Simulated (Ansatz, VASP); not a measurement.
## AlAu2 (Au-Al-Au stack, (111) layers) in two plane-wave programs

Aim: how closely do two programs agree when they are given the same cell, functional and k mesh? The cell is taken from a series of runs on this material, whose earlier steps may have relaxed, scaled, displaced or heated it; both programs get it as it stands.

Calculated with Ansatz 0.2.0; plane waves, with VASP 6.6.1 beside it; LDA.

### Step 1. The starting structure

The cell holds 3 atoms: 2 Au and 1 Al. Its edges and angles: a = 2.957 Å, b = 2.957 Å, c = 33.153 Å, α = 90.0°, β = 90.0°, γ = 120.0°. It derives from AlAu2. Vacuum lies along c.

### Step 2. Ansatz: zone-centre phonons, LDA

Ansatz runs on its default PAW (the set named soft_2) files.

Second derivatives magnify differences that forces hide, and they need a tight electronic threshold.

Input file input.yaml:

```yaml
crystal:
  lattice:
    - [2.9570459928, 0.0, 0.0]
    - [-1.4785229964, 2.5608769499, 0.0]
    - [0.0, 0.0, 33.1530758754]
  atoms:
    - { symbol: Au, position: [0.0, 0.0, 0.178481585] }
    - { symbol: Al, position: [0.3333333333, 0.6666666667, 0.2364266299] }
    - { symbol: Au, position: [0.6666666667, 0.3333333333, 0.2943716748] }
  periodic: [true, true, false]
kpoints:
  mp_grid: { grid: [9, 9, 1] }
hamiltonian:
  xc: lda
scf:
  occupations: { method: methfessel_paxton, width: 0.2 }
output:
  eigenvalues: true
phonons:
  method: dfpt
  qmesh: [3, 3, 1]
  temperatures: { t_max: 1000, t_step: 50 }
  qpath:
    path:
      - [0.0, 0.0, 0.0]
      - [0.5, 0.0, 0.0]
      - [0.33333333, 0.33333333, 0.0]
      - [0.0, 0.0, 0.0]
    npoints: 10
  electrical_resistivity:
    mesh: [12, 12, 1]
    temperatures: [20.0, 50.0, 77.0, 100.0, 150.0, 200.0, 300.0, 400.0, 600.0, 800.0]
```

Launch:

```
> ansatz run input.yaml --threads 4 --pin off --max-ram 16384MiB --backend cpu --events-out ev --progress --plain --runs-dir out
```

Numbers of over 12 decimals in the logs are rounded to 6 here.

The log of the run:

```text
Warning: crystal.symmetry: narrowed to the stabiliser of the run's FFT grids — unitary ops 12 → 6. A phonons.method: dfpt run fills in the rows of the dynamical matrix that it does not solve by its symmetry operations, which is exact only for operations that map its FFT grids onto themselves: filled in by any other, the frequencies could depend on the order in which like atoms are typed, or, by more than the grids' own error, on where the crystal sits among the grids' points. Excluded: 6 operations. The run can therefore solve more perturbations, solve them on more k-points, or both, and cost more. [rest of the remark cut]
Engine: ansatz 0.2.0, aarch64-unknown-linux-gnu
Pseudopotentials: kind: paw
Pseudopotential: Au, paw, valence charge 19, recommended cutoff 420 eV (normal), Au.paw.azcp
Pseudopotential: Al, paw, valence charge 3, recommended cutoff 420 eV (normal), Al.paw.azcp
Functional definition: SPW92
  exchange = slater_x
  correlation = pw_c
Crystal: 3 atoms, lattice volume = 251.056 Å³
Basis set: ecut = 420 eV, 4791 PW (Γ), exchange–correlation on 40×40×450 points (8 copies of the dense FFT grid, shifted against one another)
Bands: 25, of which v1, the nominal top of the filled ones, is band 21 counted from 1 (20 counted from 0)
Symmetry: 12 space group operations
k-points: 12 of 81 (irreducible under 6 space group operations, time reversal used)
Non-local potential: Au, projectors of the file, l = 0: 3, l = 1: 2, l = 2: 2, l = 3: 1
Non-local potential: Al, projectors of the file, l = 0: 2, l = 1: 2, l = 2: 1
PAW form: soft (Blöchl's): semilocal exchange-correlation on the pseudo side does not see the compensation charge
PAW frozen core: Au, regenerated for the run's functional, and the local potential with it (the file was generated under x = pbe(κ = 0.804, μ = 0.219515), c = pbe(β = 0.066725))
PAW frozen core: Al, regenerated for the run's functional, and the local potential with it (the file was generated under x = pbe(κ = 0.804, μ = 0.219515), c = pbe(β = 0.066725))
PAW one-centre angular grid: Au, 590 points (default); XC on 64 Gauss nodes
PAW one-centre angular grid: Al, 110 points (default); XC on 64 Gauss nodes
Initial density: superposition of atomic densities (neutral atoms: chi_scale 0, normalization atom), corrected by the library's trained network
Initial wavefunctions: pseudopotential atomic-orbital guess
Functional: x = slater, c = lda
SCF iter   1: F=—  HF=-26242.460027 eV  |F-HF|=—  |Δ(HF+E_count)|=         —  Δρ=3.03e-3  dr2=2.19e-2  ethr=1.77e-3  ⟨swp⟩=14.4  Hψ=2559  notcnv=0
preconditioner: auto → LDOS  [insulator: Δε(μ)=0.203 eV  Ē_g=8.420 eV  σ=0.200 eV  W_gap=0.55  n_scr=20 (ndim 8)  ℏωp=11.7 eV  f_vac=0.759  D(μ)=0.65/eV (n_scr^D=6)  ε∞_Penn≈2.9  β→1.0]
SCF iter   2: F=—  HF=-26242.462570 eV  |F-HF|=—  |Δ(HF+E_count)|=   2.54e-3  S|Δr|=    0.00e0  Δρ=1.61e-3  dr2=2.50e-2  ethr=5.35e-5  ⟨swp⟩=3.7  Hψ=858  notcnv=0
[...]
k-point 11: bands = [... 17 lower, -9.6689, -5.7794, -5.7794, -4.2012, -2.3958, -2.3958, -1.7172, 0.3396]
  ° read free of the cell's end (the report's vacuum.weakly_bound_levels)
--- Phonons (Γ-DFPT): 6 representative perturbations + reference (Σ response iterations 26) ---
  ASR residual: 1.412e-5 → 0.000e0 eV/Å²; symmetrization residual: 4.744e-7 eV/Å²
  The last average, over the group as it would stand without the narrowing to the FFT grids, took up to 3.559e-8 eV/Å² of the zone centre's force constants
  ASR residual per site (eV/Å²): 1.41e-5 1.39e-6 1.41e-5
  Γ frequencies (cm⁻¹): 0.00 0.00 0.00 49.92 49.92 93.73 185.17 185.17 342.69
--- Phonons (arbitrary-q DFPT): 3 irreducible q on the 3×3×1 mesh ---
  q = [0.0000, 0.0000, 0.0000] (star 1, of the zone-centre solve; hermiticity 8.70e-8, symmetrization 2.58e-12, taken by the last average 3.26e-9): -0.00 -0.00 0.00 49.92 49.92 93.73 185.17 185.17 342.69
  q = [0.0000, 0.3333, 0.0000] (star 6, 9 solved perturbations on 45 of 81 k-point pairs; hermiticity 1.14e-7, symmetrization 2.99e-10, taken by the last average 1.35e-8): 43.31 46.52 60.99 63.02 75.35 96.96 207.89 273.75 314.37
  q = [0.3333, 0.3333, 0.0000] (star 2, 6 solved perturbations in 192 linear systems a pass and spin channel, the states on 45 of 81 k-point pairs; hermiticity 1.38e-5, symmetrization 1.53e-6, taken by the last average 3.10e-8): 57.35 57.35 67.78 89.36 89.36 90.01 283.52 283.52 296.44
  sum rule: each row above includes the acoustic sum rule's correction from the zone centre's row sums; it moved no ω² by more than (0.14 cm⁻¹)²
  mesh force constants: q→R imaginary residual 0.00e0; ASR residual 1.412e-5 → 0.000e0 eV/Å²; symmetrization residual 4.441e-15 eV/Å²
  interpolated dispersion: 31 rows × 9 modes
  density of states and harmonic sums: on the 24×24×1 q-mesh, interpolated from the force constants of a 3×3×1 supercell (no non-analytic term)
  largest difference from the sums on the solved wave vectors: F 9.80e-2 eV, S 1.26e-4 and C_V 2.83e-5 eV/K
  zero-point energy: 0.073649 eV/cell   skipped modes (ω ≤ 0): 3   left out of the sums: 5.79e-4 of the cell's modes: C_V's classical limit lies that fraction below 3 k_B per atom; for a crystal, a wire or a layer, F and S can be off by more, and a phonons.interpolated_qmesh denser along its periods is the remedy for the sampling
--- Electrical resistivity: potentials and phonons of a 3×3×1 supercell ---
[...]
at the Fermi level of each mesh (of a tensor half of its trace):
           mesh   spin    states/(eV spin)  plasma energy (eV)         λ      λ_tr    ħω_log (meV)
        12×12×1                     0.5280              3.1024    0.4121    0.3621           8.151
          6×6×1                     0.7185              3.9382    0.5622    0.4747           8.472
          3×3×1                     0.4824              2.5331    0.3750    0.3429           9.592
  resistivity on the deck's mesh, µΩ·cm:
     T (K)       trace/2  mesh converged            xx            yy            zz    lowest order   relaxation time
     20.00     7.1435e-1              no     7.1435e-1     7.1435e-1      0.0000e0       8.9393e-1         7.9951e-1
     50.00      4.8551e0              no      4.8551e0      4.8551e0      0.0000e0        5.1059e0          5.4612e0
     77.00      8.9201e0              no      8.9201e0      8.9201e0      0.0000e0        9.1792e0          9.9911e0
    100.00      1.2503e1              no      1.2503e1      1.2503e1      0.0000e0        1.2773e1          1.3994e1
    150.00      2.0495e1              no      2.0495e1      2.0495e1      0.0000e0        2.0771e1          2.2948e1
    200.00      2.8504e1              no      2.8504e1      2.8504e1      0.0000e0        2.8792e1          3.1925e1
    300.00      4.4348e1              no      4.4348e1      4.4348e1      0.0000e0        4.4743e1          4.9655e1
    400.00      6.0088e1              no      6.0088e1      6.0088e1      0.0000e0        6.0694e1          6.7219e1
    600.00      9.1912e1              no      9.1912e1      9.1912e1      0.0000e0        9.3538e1          1.0255e2
    800.00      1.2458e2              no      1.2458e2      1.2458e2      0.0000e0        1.2772e2          1.3857e2
  sheet resistance at 20 K: 2.155 Ω
  mean free path at 20 K (of a tensor half of its trace): 712 nm by what each carries, 575 by the Fermi surface alone
  Hall coefficient in a weak field at 20 K (along the normal): -1.598e-9 m³/C (how far it moves between the two finest meshes is not known); by each state's relaxation time: -1.557e-9 m³/C; by a constant relaxation time: -1.132e-9 m³/C
  sheet resistance at 50 K: 14.64 Ω
  mean free path at 50 K (of a tensor half of its trace): 96.0 nm by what each carries, 84.6 by the Fermi surface alone
  Hall coefficient in a weak field at 50 K (along the normal): -1.333e-9 m³/C (how far it moves between the two finest meshes is not known); by each state's relaxation time: -1.224e-9 m³/C; by a constant relaxation time: -1.113e-9 m³/C
  sheet resistance at 77 K: 26.91 Ω
  mean free path at 77 K (of a tensor half of its trace): 51.5 nm by what each carries, 46.1 by the Fermi surface alone
  Hall coefficient in a weak field at 77 K (along the normal): -1.290e-9 m³/C (how far it moves between the two finest meshes is not known); by each state's relaxation time: -1.182e-9 m³/C; by a constant relaxation time: -1.111e-9 m³/C
  sheet resistance at 100 K: 37.71 Ω
  mean free path at 100 K (of a tensor half of its trace): 36.6 nm by what each carries, 32.9 by the Fermi surface alone
  Hall coefficient in a weak field at 100 K (along the normal): -1.272e-9 m³/C (how far it moves between the two finest meshes is not known); by each state's relaxation time: -1.164e-9 m³/C; by a constant relaxation time: -1.111e-9 m³/C
  sheet resistance at 150 K: 61.82 Ω
  mean free path at 150 K (of a tensor half of its trace): 22.2 nm by what each carries, 20.0 by the Fermi surface alone
  Hall coefficient in a weak field at 150 K (along the normal): -1.252e-9 m³/C (how far it moves between the two finest meshes is not known); by each state's relaxation time: -1.143e-9 m³/C; by a constant relaxation time: -1.110e-9 m³/C
  sheet resistance at 200 K: 85.98 Ω
  mean free path at 200 K (of a tensor half of its trace): 16.0 nm by what each carries, 14.4 by the Fermi surface alone
  Hall coefficient in a weak field at 200 K (along the normal): -1.242e-9 m³/C (how far it moves between the two finest meshes is not known); by each state's relaxation time: -1.132e-9 m³/C; by a constant relaxation time: -1.108e-9 m³/C
  sheet resistance at 300 K: 133.8 Ω
  mean free path at 300 K (of a tensor half of its trace): 10.2 nm by what each carries, 9.27 by the Fermi surface alone
  Hall coefficient in a weak field at 300 K (along the normal): -1.232e-9 m³/C (how far it moves between the two finest meshes is not known); by each state's relaxation time: -1.121e-9 m³/C; by a constant relaxation time: -1.103e-9 m³/C
  sheet resistance at 400 K: 181.2 Ω
  mean free path at 400 K (of a tensor half of its trace): 7.55 nm by what each carries, 6.84 by the Fermi surface alone
  Hall coefficient in a weak field at 400 K (along the normal): -1.225e-9 m³/C (how far it moves between the two finest meshes is not known); by each state's relaxation time: -1.114e-9 m³/C; by a constant relaxation time: -1.096e-9 m³/C
  sheet resistance at 600 K: 277.2 Ω
  mean free path at 600 K (of a tensor half of its trace): 4.92 nm by what each carries, 4.47 by the Fermi surface alone
  Hall coefficient in a weak field at 600 K (along the normal): -1.212e-9 m³/C (how far it moves between the two finest meshes is not known); by each state's relaxation time: -1.101e-9 m³/C; by a constant relaxation time: -1.080e-9 m³/C
  sheet resistance at 800 K: 375.8 Ω
  mean free path at 800 K (of a tensor half of its trace): 3.62 nm by what each carries, 3.30 by the Fermi surface alone
  Hall coefficient in a weak field at 800 K (along the normal): -1.192e-9 m³/C (how far it moves between the two finest meshes is not known); by each state's relaxation time: -1.083e-9 m³/C; by a constant relaxation time: -1.055e-9 m³/C
  the resistivity times a path that all electrons share, by the Fermi surface of the deck's mesh alone (half of the trace): 4.109e-15 Ω·m²
  not converged in the mesh (λ; λ_tr; the resistivity at 20 K by 26.68 %; the resistivity at 50 K by 20.35 %; the resistivity at 77 K by 19.40 %; the resistivity at 100 K by 19.12 %; the resistivity at 150 K by 19.04 %; the resistivity at 200 K by 19.19 %; the resistivity at 300 K by 19.55 %; the resistivity at 400 K by 19.94 %; the resistivity at 600 K by 20.68 %; the resistivity at 800 K by 21.80 %): between neighb [...]
  vibrations of 9 cells: unjudged by the run; compare a larger repeat
  the changes of the potential over all sites missed a rigid shift's by 0.80 % (the site terms' by 0.01 %)
```

[end of part 1 of 2]

[Lines on the potential files, build, host, timing and source positions are cut from VASP's logs without a mark.]

[Logs are printed without paths, hosts, clocks, repeated set-up lines and the standing remarks that a program may print on its own settings, such as how far it seeks lower states.]

[Hosts, paths, dates, database ids (printed as entryN), source tags and the programs' standing remarks are cut or masked in the printed files.]
